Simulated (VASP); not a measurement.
Here is the system:

```xyz
2
Lattice="1.4581 -2.5254 0.0000 1.4581 2.5254 0.0000 0.0000 0.0000 2.8444" Properties=species:S:1:pos:R:3 pbc="T T T"
W      0.0000     0.0000     0.0000
C      1.4581     0.8418     1.4222
```

Calculation: optB86b-vdW, VASP's PBE PAW potentials (set 64) (plane waves; VASP 6.6.1). Numerical set-up: 520 eV cut-off, Gaussian smearing of 0.050 eV, potentials W_sv C.

Problem. Give the energies of bands 6 to 12 at the high-symmetry points, in eV from the Fermi level.

Solution. 
| band | Γ | M | K | A | L | H |
|---|---|---|---|---|---|---|
| 6 | -4.20 | -6.90 | -6.44 | -8.51 | -6.32 | -7.06 |
| 7 | -3.25 | -3.52 | -4.44 | -1.95 | -4.21 | -5.28 |
| 8 | -3.25 | -3.47 | -3.36 | -1.95 | -4.08 | -1.54 |
| 9 | 0.15 | -0.41 | 0.66 | -0.54 | 0.32 | -0.62 |
| 10 | 3.21 | 2.34 | 0.99 | -0.54 | 4.37 | 4.36 |
| 11 | 3.21 | 4.48 | 2.06 | 3.65 | 5.24 | 6.32 |
| 12 | 5.60 | 4.83 | 3.23 | 4.54 | 6.61 | 7.50 |

It has no gap at this level: it comes out as a metal or semimetal.

The compound is WC in the wc structure. It was relaxed first.
